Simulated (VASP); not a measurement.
These are rev-vdW-DF2, VASP's PBE PAW potentials (set 64) (plane waves; VASP) values and carry that method's errors.

A VASP calculation is set up with these files.

INCAR:
```
SYSTEM=CoAl
PREC=Accurate; ENCUT=520; LREAL=.FALSE.
LASPH=.TRUE.
EDIFF=1E-6; NELM=100; ALGO=Normal
LMAXMIX=4
ISMEAR=1; SIGMA=0.1
GGA=MK; LUSE_VDW=.TRUE.; AGGAC=0.0
PARAM1=0.1234568; PARAM2=0.7114; ZAB_VDW=-1.8867
IBRION=2; NSW=60; ISIF=3
EDIFFG=-0.01
LWAVE=.FALSE.; LCHARG=.FALSE.
```

KPOINTS:
```
kpoints
0
G
12 12 12
```

**POSCAR**
```
CoAl
1
    2.8362068358     0.0000000000    -0.0000000000
    0.0000000000     2.8362068358     0.0000000000
    0.0000000000    -0.0000000000     2.8362068358
Al Co
1 1
Direct
  0.5000000000   0.5000000000   0.5000000000
  0.0000000000   0.0000000000   0.0000000000
```

POTCAR, in this order: Al Co (PBE.64 set). Program: vasp_std.

Output of the run:

File OSZICAR:
```
       N       E                     dE             d eps       ncg     rms          rms(c)
DAV:   1     0.393706974215E+02    0.39371E+02   -0.54268E+03  1696   0.128E+03
DAV:   2    -0.899363443274E+01   -0.48364E+02   -0.45726E+02  1686   0.192E+02
DAV:   3    -0.102872127036E+02   -0.12936E+01   -0.12828E+01  1994   0.406E+01
DAV:   4    -0.103129745998E+02   -0.25762E-01   -0.25753E-01  2060   0.521E+00
DAV:   5    -0.103138074479E+02   -0.83285E-03   -0.83283E-03  2006   0.916E-01    0.122E+01
DAV:   6    -0.127267202152E+02   -0.24129E+01   -0.64834E+01  1898   0.121E+02    0.163E+01
DAV:   7    -0.879002200871E+01    0.39367E+01   -0.28950E+01  1850   0.775E+01    0.178E+00
DAV:   8    -0.878259867942E+01    0.74233E-02   -0.19954E-01  1766   0.399E+00    0.110E+00
DAV:   9    -0.877005008137E+01    0.12549E-01   -0.40076E-02  2060   0.294E+00    0.267E-01
DAV:  10    -0.876964550038E+01    0.40458E-03   -0.13649E-03  2252   0.513E-01    0.109E-01
DAV:  11    -0.876964419454E+01    0.13058E-05   -0.32567E-05  2398   0.681E-02    0.232E-02
DAV:  12    -0.876964050115E+01    0.36934E-05   -0.19749E-05  1954   0.641E-02    0.636E-03
DAV:  13    -0.876964053873E+01   -0.37577E-07   -0.25847E-07   896   0.494E-03
   1 F= -.87696405E+01 E0= -.87695893E+01  d E =-.876964E+01
```

**OUTCAR**
```
------------------------ aborting loop because EDIFF is reached ----------------------------------------
  FORCE on cell =-STRESS in cart. coord.  units (eV):
  Direction    XX          YY          ZZ          XY          YZ          ZX
  --------------------------------------------------------------------------------------
  Total        0.0006334      0.0006334      0.0006334      0.0000000      0.0000000     -0.0000000
  in kB        0.0444793      0.0444793      0.0444793      0.0000000      0.0000000     -0.0000000
  external PRESSURE =       0.0444793 kB  Pullay stress =       0.0000000 kB
  volume of cell :       22.81
      direct lattice vectors                 reciprocal lattice vectors
     2.836206836  0.000000000  0.000000000     0.352583594  0.000000000  0.000000000
     0.000000000  2.836206836  0.000000000     0.000000000  0.352583594  0.000000000
     0.000000000  0.000000000  2.836206836     0.000000000  0.000000000  0.352583594
 POSITION                                       TOTAL-FORCE (eV/Angst)
 -----------------------------------------------------------------------------------
      1.41810      1.41810      1.41810         0.000000      0.000000      0.000000
      0.00000      0.00000      0.00000         0.000000      0.000000      0.000000
 -----------------------------------------------------------------------------------
    total drift:                                0.000000      0.000000      0.000000
  FREE ENERGIE OF THE ION-ELECTRON SYSTEM (eV)
  ---------------------------------------------------
  free  energy   TOTEN  =        -8.7696405387 eV

  energy  without entropy=       -8.7694869305  energy(sigma->0) =       -8.76958934

 reached required accuracy - stopping structural energy minimisation
```
(Selected blocks of OUTCAR.)

**OUTCAR**
```
 val. band max:       10.7016683079   @ k =   0.5000   0.3333   0.0000

 cond. band min:      10.7250732249   @ k =   0.5000   0.4167   0.2500


 Fermi energy:        10.7109882774

 k-point     1 :       0.0000    0.0000    0.0000
  band No.  band energies     occupation
      1      -0.4624      2.00000
      2       7.6634      2.00000
      3       7.6634      2.00000
      4       9.8088      2.00000
      5       9.8088      2.00000
      6       9.8089      2.00000
      7      16.7152      0.00000
      8      16.7152      0.00000
      9      16.7152      0.00000
     10      19.5408      0.00000

 k-point     2 :       0.0833    0.0000    0.0000
  band No.  band energies     occupation
      1      -0.3294      2.00000
      2       7.6505      2.00000
      3       7.7003      2.00000
      4       9.7373      2.00000
      5       9.7373      2.00000
      6       9.8164      2.00000
      7      15.5443      0.00000
      8      16.9005      0.00000
      9      16.9005      0.00000
     10      19.5216      0.00000

 k-point     3 :       0.1667    0.0000    0.0000
  band No.  band energies     occupation
      1       0.0664      2.00000
      2       7.5595      2.00000
      3       7.8031      2.00000
      4       9.5529      2.00000
      5       9.5529      2.00000
      6       9.8372      2.00000
      7      13.7445      0.00000
      8      17.4277      0.00000
      9      17.4277      0.00000
     10      19.4656      0.00000

 k-point     4 :       0.2500    0.0000    0.0000
  band No.  band energies     occupation
      1       0.7151      2.00000
      2       7.2215      2.00000
      3       7.9487      2.00000
      4       9.3231      2.00000
      5       9.3231      2.00000
      6       9.8657      2.00000
      7      12.2380     -0.00000
      8      18.2334      0.00000
      9      18.2334      0.00000
     10      19.3793      0.00000

 k-point     5 :       0.3333    0.0000    0.0000
...
```

The compound is CoAl in the CsCl type structure. It was relaxed first. The start is the result of an earlier pass. The run is not spin-polarised, so no magnetic state was tried.
